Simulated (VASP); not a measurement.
A VASP calculation is set up with these files.

File KPOINTS:
```
K-points
0
Gamma
 16 16 16
0 0 0
```

**POSCAR**
```
Na
1.0
 -1.5951234265   1.5951234265   1.5951234265
  1.5951234265  -1.5951234265   1.5951234265
  1.5951234265   1.5951234265  -1.5951234265
Na
1
direct
  0.0000000000   0.0000000000   0.0000000000
```

### INCAR
```
ALGO = Normal
EDIFF = 1E-6
EDIFFG = -0.02
ENCUT = 500
GGA = PE
IBRION = 2
ISIF = 3
ISMEAR = 1
LASPH = .TRUE.
LCHARG = .FALSE.
LREAL = .FALSE.
LWAVE = .FALSE.
NELM = 100
NSW = 40
PREC = Accurate
PSTRESS = 450
SIGMA = 0.1
SYSTEM = Na
```

POTCAR, in this order: Na_pv (PBE.64 set). Program: vasp_std.

Q: Write an equivalent input for Ansatz.

A: One equivalent input (not run):
Ansatz 0.2 input:
```yaml
crystal:
  lattice:
    - [-1.5951234, 1.5951234, 1.5951234]
    - [1.5951234, -1.5951234, 1.5951234]
    - [1.5951234, 1.5951234, -1.5951234]
  atoms:
    - { symbol: Na, position: [0.0000000, 0.0000000, 0.0000000] }
kpoints:
  mp_grid: { grid: [16, 16, 16] }
hamiltonian:
  xc: pbe
  pseudopotentials: { kind: paw }
scf:
  occupations: { method: methfessel_paxton, width: 0.1 }
  max_iter: 100
relax:
  max_steps: 40
  f_tol: 0.02
  cell: { p_target: 45 }
output: { forces: true, stress: true, eigenvalues: true }
```
What does not carry over: each code has its own PAW files, so the cut-off isn't converted (ENCUT is set for VASP's; basis.ecutwfc is left out, and Ansatz then takes the one that its files recommend); Ansatz stops its SCF on the density residual and VASP on the energy change (EDIFF).

The compound is Na in the bcc structure. This run relaxes it under an external pressure of 45 GPa. Symmetry was kept, so distortions that lower it aren't found.
